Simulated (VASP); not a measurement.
Calculation: PW91 GGA, VASP's PBE PAW potentials (set 64) (plane waves; VASP).

VASP input:

**INCAR**
```
SYSTEM = Tl
PREC = Accurate
ENCUT = 520
EDIFF = 1E-7
NELM = 100
ALGO = Normal
LREAL = .FALSE.
LASPH = .TRUE.
ISMEAR = 1
SIGMA = 0.1
GGA = 91
LMAXMIX = 4
LWAVE = .FALSE.
LCHARG = .FALSE.
ISIF = 4
IBRION = 2
NSW = 30
EDIFFG = -0.01
```

**KPOINTS**
```
K-points
0
G
 12 12 7
0 0 0
```

File POSCAR:
```
Tl
1
    1.7556633524    -3.0408982392     0.0000000000
    1.7556633524     3.0408982392     0.0000000000
    0.0000000000     0.0000000000     5.5111918801
Tl
2
Direct
  0.3333330000   0.6666670000   0.2500000000
  0.6666670000   0.3333330000   0.7500000000
```

POTCAR, in this order: Tl_d (PBE.64 set). Program: vasp_std.

Unless said otherwise, spin-orbit coupling is left out, though it shifts the bands of the heavy elements here.

Question: Estimate the energy per atom (σ→0), band gap (on the k-mesh).

Answer: 
```yaml
energy per atom (σ→0): -2.259 eV/atom
band gap (on the k-mesh): none (metal, semimetal or under 0.01 eV)
```

### OSZICAR
```
...
       N       E                     dE             d eps       ncg     rms          rms(c)
DAV:   1    -0.451880673209E+01   -0.70000E-03   -0.31025E-02  2664   0.137E+00    0.115E-01
DAV:   2    -0.451836393758E+01    0.44279E-03   -0.27823E-04  2658   0.186E-01    0.700E-02
DAV:   3    -0.451812893883E+01    0.23500E-03   -0.44650E-04  2703   0.219E-01    0.801E-03
DAV:   4    -0.451813011129E+01   -0.11725E-05   -0.25471E-05  2657   0.480E-02    0.434E-03
DAV:   5    -0.451813024939E+01   -0.13811E-06   -0.25873E-07  2458   0.537E-03    0.103E-03
DAV:   6    -0.451813019873E+01    0.50667E-07   -0.10304E-07  1699   0.365E-03
   4 F= -.45181302E+01 E0= -.45181907E+01  d E =-.283833E-02
```

The compound is Tl in the hcp structure. This cell is one point of a volume scan, at 0.94 of the reference volume. Symmetry was kept, so distortions that lower it aren't found.
